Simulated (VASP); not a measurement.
# ZnCd2SeS2 (Cmc2_1) in VASP: single point with r2SCAN

Aim: the single point of ZnCd2SeS2 with r2SCAN.

Program: VASP 6.6.1. These are calculated values, not measurements. Logs are shortened: lines on timing, memory, paths and dates and some standing lists are left out, and cuts for length are marked.

**1. Starting point**

It takes space group Cmc2_1 (No. 36, orthorhombic). The conventional cell has a = 12.373 Å, b = 7.198 Å, c = 6.787 Å, α = 90.00°, β = 90.00°, γ = 90.00°. Zn (site symmetry m) is surrounded by 2 S at 2.36 Å and 2 Se at 2.49 to 2.50 Å. Cd (site symmetry 1) is surrounded by 3 S at 2.57 to 2.58 Å and 1 Se at 2.67 Å. Se (site symmetry m) is surrounded by 2 Zn at 2.49 to 2.50 Å and 2 Cd at 2.67 Å. S (site symmetry 1) has 1 Zn at 2.36 Å and 3 Cd at 2.57 to 2.58 Å as nearest neighbours.

The cell was built by a generator and needn't be a form met in nature.

**2. Single point, r2SCAN**

INCAR

```
SYSTEM = ZnCd2SeS2
ALGO = Normal
EDIFF = 1E-6
ENCUT = 520
ISIF = 2
ISMEAR = 0
KPAR = 4
LASPH = .True.
LCHARG = .False.
LMIXTAU = .True.
LREAL = .False.
LWAVE = .False.
METAGGA = R2SCAN
NBANDS = 66
NELM = 150
PREC = Accurate
SIGMA = 0.03
```

KPOINTS

```
k-points
0
Gamma
  4 4 4
  0 0 0
```

POSCAR

```
ZnCd2SeS2
1.0
    6.1866000000     -3.5991300000      0.0000000000
    6.1866000000      3.5991300000      0.0000000000
    0.0000000000      0.0000000000      6.7870900000
Zn Cd Se S
2 4 2 4
Direct
    0.8272320000      0.1727680000      0.4895910000
    0.1727680000      0.8272320000      0.9895910000
    0.1683840000      0.4961490000      0.5070270000
    0.4961490000      0.1683840000      0.0070270000
    0.5038510000      0.8316160000      0.5070270000
    0.8316160000      0.5038510000      0.0070270000
    0.1497790000      0.8502210000      0.3569450000
    0.8502210000      0.1497790000      0.8569450000
    0.5157820000      0.1668510000      0.3861450000
    0.8331490000      0.4842180000      0.3861450000
    0.1668510000      0.5157820000      0.8861450000
    0.4842180000      0.8331490000      0.8861450000
```

Potentials or basis: VASP PAW PBE potentials, release 64 (Zn, Cd, Se, S).

On the command line:

```bash
> cat potpaw_PBE.64/Zn/POTCAR potpaw_PBE.64/Cd/POTCAR potpaw_PBE.64/Se/POTCAR potpaw_PBE.64/S/POTCAR > POTCAR
> mpirun -np 4 vasp_std > vasp.out
```

OUTCAR:

```text
SYSTEM = ZnCd2SeS2
   EDIFF = 1E-6
   ENCUT = 520
   ISIF = 2
   ISMEAR = 0
   LASPH = .True.
   LREAL = .False.
   METAGGA = R2SCAN
   NELM = 150
   PREC = Accurate

 ion  position               nearest neighbor table
   1  0.827  0.173  0.490-   9 2.36  10 2.36   7 2.49   8 2.50
   2  0.173  0.827  0.990-  11 2.36  12 2.36   8 2.49   7 2.50
   3  0.168  0.496  0.507-   9 2.57  11 2.58  10 2.58   7 2.67
   4  0.496  0.168  0.007-  11 2.57   9 2.58  12 2.58   8 2.67
   5  0.504  0.832  0.507-  10 2.57  12 2.58   9 2.58   7 2.67
   6  0.832  0.504  0.007-  12 2.57  10 2.58  11 2.58   8 2.67
   7  0.150  0.850  0.357-   1 2.49   2 2.50   3 2.67   5 2.67
   8  0.850  0.150  0.857-   2 2.49   1 2.50   4 2.67   6 2.67
   9  0.516  0.167  0.386-   1 2.36   3 2.57   4 2.58   5 2.58
  10  0.833  0.484  0.386-   1 2.36   5 2.57   6 2.58   3 2.58
  11  0.167  0.516  0.886-   2 2.36   4 2.57   3 2.58   6 2.58
  12  0.484  0.833  0.886-   2 2.36   6 2.57   5 2.58   4 2.58

  LATTYP: Found a base centered orthorhombic cell.
 ALAT       =     7.1982600000
 B/A-ratio  =     1.7189154046
 C/A-ratio  =     0.9428792514

  Lattice vectors:

 A1 = (  -6.1866000000,  -3.5991300000,   0.0000000000)
 A2 = (   6.1866000000,  -3.5991300000,   0.0000000000)
 A3 = (   0.0000000000,   0.0000000000,   6.7870900000)

Analysis of symmetry for initial positions (statically):
=====================================================================
 Subroutine PRICEL returns:
 Original cell was already a primitive cell.

 Routine SETGRP: Setting up the symmetry group for a
 base centered orthorhombic supercell.

 Subroutine GETGRP returns: Found  4 space group operations
 (whereof  2 operations were pure point group operations)
 out of a pool of  8 trial point group operations.

The static configuration has the point symmetry C_1h.
 The point group associated with its full space group is C_2v.

Analysis of symmetry for dynamics (positions and initial velocities):
=====================================================================
 Subroutine PRICEL returns:
 Original cell was already a primitive cell.

 Routine SETGRP: Setting up the symmetry group for a
 base centered orthorhombic supercell.

 Subroutine GETGRP returns: Found  4 space group operations
 (whereof  2 operations were pure point group operations)
 out of a pool of  8 trial point group operations.

The dynamic configuration has the point symmetry C_1h.
 The point group associated with its full space group is C_2v.

 Subroutine INISYM returns: Found  4 space group operations
 (whereof  2 operations are pure point group operations),
 and found     1 'primitive' translations

----------------------------------------------------------------------------------------

                                     Primitive cell

  volume of cell :     302.2478

  direct lattice vectors                    reciprocal lattice vectors
     6.186600000 -3.599130000  0.000000000     0.080819836 -0.138922462  0.000000000
     6.186600000  3.599130000  0.000000000     0.080819836  0.138922462  0.000000000
     0.000000000  0.000000000  6.787090000     0.000000000  0.000000000  0.147338550

  length of vectors
     7.157356797  7.157356797  6.787090000     0.160721176  0.160721176  0.147338550

  position of ions in fractional coordinates (direct lattice)
     0.827232000  0.172768000  0.489591000
     0.172768000  0.827232000  0.989591000
     0.168384000  0.496149000  0.507027000
     0.496149000  0.168384000  0.007027000
     0.503851000  0.831616000  0.507027000
     0.831616000  0.503851000  0.007027000
     0.149779000  0.850221000  0.356945000
     0.850221000  0.149779000  0.856945000
     0.515782000  0.166851000  0.386145000
     0.833149000  0.484218000  0.386145000
     0.166851000  0.515782000  0.886145000
     0.484218000  0.833149000  0.886145000

  ion indices of the primitive-cell ions
   primitive index   ion index
                 1           1
                 2           2
                 3           3
                 4           4
                 5           5
                 6           6
                 7           7
                 8           8
                 9           9
                10          10
                11          11
                12          12

----------------------------------------------------------------------------------------

 KPOINTS: k-points

Automatic generation of k-mesh.
 Grid dimensions read from file:
 generate k-points for:    4    4    4

 Generating k-lattice:

  Cartesian coordinates                     Fractional coordinates (reciprocal lattice)
     0.020204959 -0.034730615  0.000000000     0.250000000 -0.000000000  0.000000000
     0.020204959  0.034730615  0.000000000    -0.000000000  0.250000000  0.000000000
     0.000000000  0.000000000  0.036834638     0.000000000  0.000000000  0.250000000

  Length of vectors
     0.040180294  0.040180294  0.036834638

  Shift w.r.t. Gamma in fractional coordinates (k-lattice)
     0.000000000  0.000000000  0.000000000

 Subroutine IBZKPT returns following result:
 ===========================================

 Found     21 irreducible k-points:

 Following reciprocal coordinates:
            Coordinates               Weight
  0.000000  0.000000  0.000000      1.000000
  0.250000  0.000000  0.000000      4.000000
  0.500000  0.000000  0.000000      2.000000
  0.250000  0.250000  0.000000      2.000000
  0.500000  0.250000  0.000000      4.000000
 -0.250000  0.250000  0.000000      2.000000
[... 13 lines left out ...]
 -0.250000  0.250000  0.500000      2.000000
  0.500000  0.500000  0.500000      1.000000
   k-points           NKPTS =     21   k-points in BZ     NKDIM =     21   number of bands    NBANDS=     66
   number of dos      NEDOS =    301   number of ions     NIONS =     12
   total plane-waves  NPLWV = 145800
   dimension x,y,z NGX =    54 NGY =   54 NGZ =   50
   dimension x,y,z NGXF=   108 NGYF=  108 NGZF=  100
   ions per type =               2   4   2   4
   NGX,Y,Z   is equivalent  to a cutoff of  12.54, 12.54, 12.25 a.u.
   NGXF,Y,Z  is equivalent  to a cutoff of  25.09, 25.09, 24.49 a.u.
 SYSTEM =  ZnCd2SeS2
   PREC   = accura    normal or accurate (medium, high low for compatibility)
   ISTART =      0    job   : 0-new  1-cont  2-samecut
   ICHARG =      2    charge: 1-file 2-atom 10-const
   ISPIN  =      1    spin polarized calculation?
   LNONCOLLINEAR =      F non collinear calculations
   LSORBIT =      F    spin-orbit coupling
   LASPH  =      T    aspherical Exc in radial PAW
   ENCUT  =  520.0 eV  38.22 Ry    6.18 a.u.  13.31 13.31 12.62*2*pi/ulx,y,z
   NELM   =    150;   NELMIN=  2; NELMDL= -5     # of ELM steps
   EDIFF  = 0.1E-05   stopping-criterion for ELM
   LREAL  =      F    real-space projection
   EDIFFG = 0.1E-04   stopping-criterion for IOM
   NSW    =      0    number of steps for IOM
   IBRION =     -1    ionic relax: 0-MD 1-quasi-New 2-CG
   NFREE  =      0    steps in history (QN), initial steepest desc. (CG)
   ISIF   =      2    stress and relaxation
   ISYM   =      2    0-nonsym 1-usesym 2-fastsym
   POTIM  = 0.5000    time-step for ionic-motion
   TEBEG  =    0.0;   TEEND  =   0.0 temperature during run
   PSTRESS=    0.0 pullay stress
   NELECT =     108.0000    total number of electrons
   NUPDOWN=      -1.0000    fix difference up-down
   EMIN   =  10.00;   EMAX   =-10.00  energy-range for DOS
   EFERMI =   0.00;   METHOD = LEGACY
   ISMEAR =     0;   SIGMA  =   0.03  broadening in eV -4-tet -1-fermi 0-gaus
   EFERMI_NEDOS =   21; number of points for ismear=-14 and -15
   IALGO  =     38    algorithm
   IMIX   =      4    mixing-type and parameters
     AMIX     =   0.40;   BMIX     =  1.00
     AMIX_MAG =   1.60;   BMIX_MAG =  1.00
  volume/ion in A,a.u.               =      25.19       169.97
  Fermi-wavevector in a.u.,A,eV,Ry     =   1.161703  2.195300 18.361788  1.349553
  Thomas-Fermi vector in A             =   2.298272
   LORBIT       =      0    0 simple, 1 ext, 2 COOP (PROOUT), +10 PAW based schemes
   METAGGA = R2SCAN    functional components
   LHFCALC =     F    Hartree Fock is set to
   AEXX    =    0.0000 exact exchange contribution
   IVDW    =     0    specifies the selected vdW correction
   LEPSILON=     F    determine dielectric tensor
   LRPA    =     F    only Hartree local field effects (RPA)
 non-spin polarized calculation
 Gauss-broadening in eV      SIGMA  =   0.03
  energy-cutoff  :      520.00
  volume of cell :      302.25
 maximum number of plane-waves:      8207
 NGX is ok and might be reduce to    54
   NGX = 27   NGY = 27   NGZ = 25

 number of electron     108.0000013 magnetization

 Free energy of the ion-electron system (eV)
  ---------------------------------------------------
  ext. energy  EPLUGINS =         0.00000000
  ---------------------------------------------------
  free energy    TOTEN  =      -168.66926509 eV

  energy without entropy =     -168.66926509  energy(sigma->0) =     -168.66926509

 E-fermi :   0.9505     XC(G=0):  -9.5800

 val. band max:        0.7821232282   @ k =   0.0000   0.0000   0.0000
 cond. band min:       2.3634318398   @ k =   0.0000   0.0000   0.0000
 fundamental gap:      1.5813086116
 Fermi energy:         0.9504507918

 k-point     1 :       0.0000    0.0000    0.0000
  band No.  band energies     occupation
      1     -12.1283      2.00000
      2     -11.6536      2.00000
      3     -11.5088      2.00000
      4     -11.5080      2.00000
      5     -11.4401      2.00000
      6     -11.3977      2.00000
[... 58 lines left out ...]
     65       7.7636      0.00000
     66       8.0894      0.00000

 k-point     2 :       0.2500    0.0000    0.0000
  band No.  band energies     occupation
      1     -12.0489      2.00000
      2     -11.6764      2.00000
      3     -11.5725      2.00000
      4     -11.5111      2.00000
      5     -11.4565      2.00000
      6     -11.3759      2.00000
[... 58 lines left out ...]
     65       7.5748      0.00000
     66       7.7402      0.00000

 k-point     3 :       0.5000    0.0000    0.0000
  band No.  band energies     occupation
      1     -11.8900      2.00000
      2     -11.8122      2.00000
      3     -11.6049      2.00000
      4     -11.4988      2.00000
      5     -11.4603      2.00000
      6     -11.3801      2.00000
[... 1231 lines left out ...]
     65       6.6972      0.00000
     66       6.6972      0.00000

 k-point    21 :       0.5000    0.5000    0.5000
  band No.  band energies     occupation
      1     -11.7263      2.00000
      2     -11.7263      2.00000
      3     -11.6191      2.00000
      4     -11.6191      2.00000
      5     -11.4651      2.00000
      6     -11.4651      2.00000
[... 58 lines left out ...]
     65       6.7166      0.00000
     66       6.7166      0.00000

------------------------ aborting loop because EDIFF is reached ----------------------------------------

  FORCE on cell =-STRESS in cart. coord.  units (eV):
  Direction    XX          YY          ZZ          XY          YZ          ZX
  --------------------------------------------------------------------------------------
  -------------------------------------------------------------------------------------
  Total       -3.1907694     -3.1448285     -3.2053089      0.0000000      0.0000000      0.0000000
  in kB      -16.9138639    -16.6703369    -16.9909356      0.0000000      0.0000000      0.0000000
  external PRESSURE =     -16.8583788 kB  Pullay stress =       0.0000000 kB

 VOLUME and BASIS-vectors are now :
 -----------------------------------------------------------------------------
  energy-cutoff  :      520.00
  volume of cell :      302.25
      direct lattice vectors                 reciprocal lattice vectors
     6.186600000 -3.599130000  0.000000000     0.080819836 -0.138922462  0.000000000
     6.186600000  3.599130000  0.000000000     0.080819836  0.138922462  0.000000000
     0.000000000  0.000000000  6.787090000     0.000000000  0.000000000  0.147338550

 POSITION                                       TOTAL-FORCE (eV/Angst)
 -----------------------------------------------------------------------------------
      6.18660     -2.35550      3.32290         0.000000     -0.028422      0.016537
      6.18660      2.35550      6.71644         0.000000      0.028422      0.016537
      4.11120      1.17967      3.44124         0.007540      0.013713     -0.008533
      4.11120     -1.17967      0.04769         0.007540     -0.013713     -0.008533
      8.26200      1.17967      3.44124        -0.007540      0.013713     -0.008533
      8.26200     -1.17967      0.04769        -0.007540     -0.013713     -0.008533
      6.18660      2.52098      2.42262         0.000000      0.035809     -0.027344
      6.18660     -2.52098      5.81616         0.000000     -0.035809     -0.027344
      4.22318     -1.25585      2.62080         0.041172     -0.017356      0.013936
      8.15002     -1.25585      2.62080        -0.041172     -0.017356      0.013936
      4.22318      1.25585      6.01435         0.041172      0.017356      0.013936
      8.15002      1.25585      6.01435        -0.041172      0.017356      0.013936
 -----------------------------------------------------------------------------------
    total drift:                                0.000001     -0.000000      0.016861

  FREE ENERGIE OF THE ION-ELECTRON SYSTEM (eV)
  ---------------------------------------------------
  free  energy   TOTEN  =      -168.6692650897 eV

  energy  without entropy=     -168.6692650897  energy(sigma->0) =     -168.66926509
```

Run time: 5.6 min. Hardware: 4 MPI ranks of Intel Xeon 6975P-C (Granite Rapids), shared host; peak memory 0.63 GiB.

What came out:

```yaml
Free_energy: -168.6693 eV
Pressure: -1.7 GPa
Largest_force: 0.047 eV/Å
Band_gap_on_the_k_mesh: 1.58 eV, direct
```

Forces in eV/Å, atoms in the order of the input:
```
Zn   0.000 -0.028  0.017
Zn   0.000  0.028  0.017
Cd   0.008  0.014 -0.009
Cd   0.008 -0.014 -0.009
Cd  -0.008  0.014 -0.009
Cd  -0.008 -0.014 -0.009
Se   0.000  0.036 -0.027
Se   0.000 -0.036 -0.027
S    0.041 -0.017  0.014
S   -0.041 -0.017  0.014
S    0.041  0.017  0.014
S   -0.041  0.017  0.014
```

Caveat: the PAW data sets were made with another functional, which shifts forces and pressure a little. r2SCAN opens gaps a little over a GGA but as a rule still falls short of measured ones.
